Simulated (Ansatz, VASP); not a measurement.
## HfCo in two plane-wave programs

One calculation is typed for both programs; each brings its own data sets. How far apart do they land? The cell is taken from a series of runs on this material, whose earlier steps may have relaxed, scaled, displaced or heated it; both programs get it as it stands.

Program: Ansatz 0.2.0. Level of theory: plane waves, with VASP 6.6.1 beside it; relaxation of cell and atoms at PBEsol. Results are calculated unless marked as measured.

## 1. The structure

Symmetry: Pm-3m, No. 221, cubic system. Conventional cell: a = 3.112 Å, b = 3.112 Å, c = 3.112 Å, α = 90.00°, β = 90.00°, γ = 90.00°. Nearest to Hf lie 8 Co at 2.70 Å. Nearest to Co lie 8 Hf at 2.70 Å. Farther neighbours are not listed.

## 2. Ansatz: relaxation of cell and atoms, PBEsol

Ansatz runs on its default PAW (the set named soft_2) files.

The relaxed volume is the usual yardstick between codes: in a stiff, nearly cubic crystal its relative difference is about their pressure difference at one cell divided by the bulk modulus.

Input file input.yaml:

```yaml
crystal:
  lattice:
    - [3.1124102443, 0.0, 0.0]
    - [0.0, 3.1124102443, 0.0]
    - [0.0, 0.0, 3.1124102443]
  atoms:
    - { symbol: Hf, position: [0.5, 0.5, 0.5] }
    - { symbol: Co, position: [0.0, 0.0, 0.0] }
kpoints:
  mp_grid: { grid: [10, 10, 10] }
hamiltonian:
  xc: pbesol
scf:
  occupations: { method: gaussian, width: 0.1 }
output:
  forces: true
  stress: true
  eigenvalues: true
relax:
  adjacent_minimum: "off"
  f_tol: 0.005
  max_steps: 80
  cell: { stress_tol: 0.05 }
```

The run is started by

```bash
$ ansatz run input.yaml --threads 4 --pin off --max-ram 8192MiB --backend cpu --events-out ev --progress --plain --runs-dir out
```

Numbers of over 12 decimals in the logs are rounded to 6 here.

Log:

```text
Engine: ansatz 0.2.0, aarch64-unknown-linux-gnu
Pseudopotentials: kind: paw
Pseudopotential: Hf, paw, valence charge 26, recommended cutoff 420 eV (normal), Hf.paw.azcp
Pseudopotential: Co, paw, valence charge 17, recommended cutoff 420 eV (normal), Co.paw.azcp
Functional definition: PBEsol
  exchange = pbesol_x
  correlation = pbesol_c
Crystal: 2 atoms, lattice volume = 30.150 Å³
Basis set: ecut = 420 eV, 619 PW (Γ), exchange–correlation on 48×48×48 points (8 copies of the dense FFT grid, shifted against one another)
Bands: 26, of which v1, the nominal top of the filled ones, is band 22 counted from 1 (21 counted from 0)
Symmetry: 48 space group operations
Space group: Pm-3m (ITA 221), of the structure as read, at distance tolerance 3.1e-5 Å
k-points: 56 of 1000
Non-local potential: Hf, projectors of the file, l = 0: 3, l = 1: 2, l = 2: 2, l = 3: 3
Non-local potential: Co, projectors of the file, l = 0: 3, l = 1: 2, l = 2: 3, l = 3: 1
PAW form: soft (Blöchl's): semilocal exchange-correlation on the pseudo side does not see the compensation charge
PAW frozen core: Hf, regenerated for the run's functional, and the local potential with it (the file was generated under x = pbe(κ = 0.804, μ = 0.219515), c = pbe(β = 0.066725))
PAW frozen core: Co, regenerated for the run's functional, and the local potential with it (the file was generated under x = pbe(κ = 0.804, μ = 0.219515), c = pbe(β = 0.066725))
PAW one-centre angular grid: Hf, 590 points (default); XC on 64 Gauss nodes
PAW one-centre angular grid: Co, 590 points (default); XC on 64 Gauss nodes
Initial density: superposition of atomic densities (neutral atoms: chi_scale 0, normalization atom), corrected by the library's trained network
Initial wavefunctions: pseudopotential atomic-orbital guess
Functional: x = pbesol(κ = 0.804, μ = 0.123457), c = pbesol(β = 0.046)
SCF iter   1: F=—  HF=-20691.788286 eV  |F-HF|=—  |Δ(HF+E_count)|=         —  Δρ=3.06e-2  dr2=2.16e-1  ethr=1.77e-3  ⟨swp⟩=4.4  Hψ=5011  notcnv=0
preconditioner: auto → Kerker (q_TF=auto, 2.895 Å⁻¹)  [metal: Δε(μ)=0.038 eV  Ē_g=14.032 eV  σ=0.100 eV  W_gap=0.21  n_scr=18 (ndim 8)  ℏωp=38.8 eV  f_vac=0.000  D(μ)=2.80/eV (n_scr^D=32)]
SCF iter   2: F=—  HF=-20691.777232 eV  |F-HF|=—  |Δ(HF+E_count)|=   1.11e-2  Δρ=1.24e-2  dr2=4.18e-2  ethr=5.03e-4  ⟨swp⟩=1.9  Hψ=2053  notcnv=0  defer=10
SCF iter   3: F=—  HF=-20691.774753 eV  |F-HF|=—  |Δ(HF+E_count)|=   2.48e-3  Δρ=2.21e-3  dr2=1.94e-3  ethr=9.72e-5  ⟨swp⟩=1.1  Hψ=1447  notcnv=0  defer=12
SCF iter   4: F=—  HF=-20691.774617 eV  |F-HF|=—  |Δ(HF+E_count)|=   1.36e-4  Δρ=6.14e-4  dr2=1.99e-4  ethr=4.51e-6  ⟨swp⟩=2.0  Hψ=1908  notcnv=0  defer=12
SCF iter   5: F=—  HF=-20691.774530 eV  |F-HF|=—  |Δ(HF+E_count)|=   8.65e-5  Δρ=3.57e-4  dr2=2.41e-5  ethr=4.62e-7  ⟨swp⟩=2.1  Hψ=2544  notcnv=0  defer=12
SCF iter   6: F=—  HF=-20691.774508 eV  |F-HF|=—  |Δ(HF+E_count)|=   2.25e-5  Δρ=1.12e-4  dr2=3.87e-6  ethr=5.60e-8  ⟨swp⟩=2.1  Hψ=2291  notcnv=0  defer=12
SCF iter   7: F=—  HF=-20691.774507 eV  |F-HF|=—  |Δ(HF+E_count)|=   2.85e-7  Δρ=2.91e-5  dr2=1.93e-7  ethr=8.99e-9  ⟨swp⟩=2.0  Hψ=1780  notcnv=0  defer=12
SCF iter   8: F=-20691.774507 eV  HF=-20691.774507 eV  |F-HF|=1.44e-9  |Δ(HF+E_count)|=   1.95e-8  Δρ=3.69e-6  dr2=3.29e-9  ethr=2.33e-10  ⟨swp⟩=5.3  Hψ=5622  notcnv=0
SCF 1 converged in 8 iterations: F = -20691.774507 eV  dr2 = 3.29e-9
  greatest PAW one-centre occupation: 1.000 electrons in one spin orbital (limit 2), on the Co atom at site 1 (counted from 0), in its partial waves of l = 1
relax step   1: F+E_penalty+E_count = -20691.77450726 eV  Δ(F+E_penalty+E_count) = +0.000e0 eV  max|allowed force component| = 2.248e-29 eV/Å  Δτ_max = 0.0000 Å  P = -0.651 GPa  Ω = 30.150 Å³  (8 SCF iters, dr2 threshold 1.00e-7 eV, accepted)
[...]
relax step   2: F+E_penalty+E_count = -20691.77472112 eV  Δ(F+E_penalty+E_count) = -2.139e-4 eV  max|allowed force component| = 1.578e-30 eV/Å  Δτ_max = 0.0000 Å  P = +0.514 GPa  Ω = 29.955 Å³  energy of the carried Pulay correction = +1.275e-4 eV  (6 SCF iters, dr2 threshold 2.00e-7 eV, accepted)
[...]
relax step   3: F+E_penalty+E_count = -20691.77480202 eV  Δ(F+E_penalty+E_count) = -8.090e-5 eV  max|allowed force component| = 4.076e-30 eV/Å  Δτ_max = 0.0000 Å  P = -0.002 GPa  Ω = 30.041 Å³  energy of the carried Pulay correction = +7.131e-5 eV  (6 SCF iters, dr2 threshold 2.00e-7 eV, accepted)
[...]
relax step   4: F+E_penalty+E_count = -20691.77474302 eV  Δ(F+E_penalty+E_count) = +5.901e-5 eV  max|allowed force component| = 5.456e-30 eV/Å  Δτ_max = 0.0000 Å  P = -0.006 GPa  Ω = 30.041 Å³  stress off target by 5.89e-3 GPa  SCF on the basis re-selected at this cell (its energy is not comparable with the rows above)  (6 SCF iters)
basis re-selected at this cell: Δ(F+E_penalty+E_count) = +5.901e-5 eV, ΔP = -0.004 GPa vs the last step (what re-selecting the basis moved, of the pressure what is left beyond the Pulay correction that the steps carried, after the strain that the cell walked since its last selection, with what the two solves' SCF thresholds leave and, on support functions, any second-order correction that the steps lacked; it is no m [...]
SCF converged after 6 iterations
Free energy (F): -20691.774743 eV
Harris-Foulkes:  -20691.774743 eV  (|F-HF|=3.64e-12)
Internal energy: -20691.761025 eV  (E = F + TS)
E sigma→0 (E₀):  -20691.767884 eV
Entropy (-TS):   -0.013718 eV (-6.859 meV/atom)
Fermi energy:    21.677845 eV
--- Per-component energies (eV) ---
  E_band       = -107.329670
  E_kinetic    = 885.106909
  E_local      = -7463.120314  (includes V_loc(G=0)·N_el)
  E_nonlocal   = -781.464385
  E_hartree    = 3400.039395
  E_xc         = -457.452939
  E_vxc        = -473.027328  (∫ρ·V_xc dr)
  E_paw        = -8293.058227  (= ΣΔE_a)
  E_vpaw       = 925.096433  (= ΣTr[D̂ρ^β])
  E_aug_tail   = 0.000089  (compensation charges beyond the density's cutoff)
  E_ewald      = -7983.251064
  E_core_change = 1.439511  (= ΣΔE_core)
  E_smearing   = -0.013718  (= −TS)
  E_closure    = -0.000000  (closes the sum)
  Σ components = -20691.774743   (vs F -20691.774743, Δ=0.00e0)
--- Forces (eV/Å), atoms counted from 1 ---
  atom   1  Hf    -0.00000000     0.00000000     0.00000000
  atom   2  Co     0.00000000    -0.00000000    -0.00000000
  max |Σ_I F_I| component: 1.01e-29 eV/Å
--- Stress (GPa, compression-positive) ---
       -0.005893      -0.000000      -0.000000
       -0.000000      -0.005893       0.000000
       -0.000000       0.000000      -0.005893
  P = ⅓ Tr σ = -0.0059 GPa (-0.059 kbar)
--- Band table (eV; the first three rows and the last of 56) ---
  k-point 0: bands = [... 18 lower, 20.2346, 20.2346, 20.2346, 22.8229, 22.8229, 27.2247, 27.2247, 27.2247]
  k-point 1: bands = [... 18 lower, 20.2254, 20.2254, 20.2679, 22.7012, 22.8670, 26.4123, 26.4123, 27.1787]
  k-point 2: bands = [... 18 lower, 20.2074, 20.2074, 20.3573, 22.3486, 22.8784, 25.1553, 25.1553, 27.0560]
  k-point 55: bands = [... 18 lower, 19.6039, 19.6039, 19.6039, 21.0393, 21.0393, 26.7167, 28.8358, 28.8358]
--- Relaxed structure (3 steps of the walk, 3 accepted, 1 SCFs on fresh bases) ---
  F+E_penalty+E_count = -20691.77474302 eV   max|allowed force component| = 5.456e-30 eV/Å   (the final SCF, on the basis selected at the relaxed cell)
  cell:  # Å, volume = 30.0409 Å³
    - [3.108645, 0, 0]
    - [0, 3.108645, 0.0]
    - [0, 0, 3.108645]
  atoms:
    - { symbol: Hf, position: [0.5, 0.5, 0.5] }
    - { symbol: Co, position: [0, 0, 0] }
```

(Continued in part 2 of 2.)

[Lines on the potential files, build, host, timing and source positions are cut from VASP's logs without a mark.]

[Logs are printed without paths, hosts, clocks, repeated set-up lines and the standing remarks that a program may print on its own settings, such as how far it seeks lower states.]

[Hosts, paths, dates, database ids (printed as entryN), source tags and the programs' standing remarks are cut or masked in the printed files.]
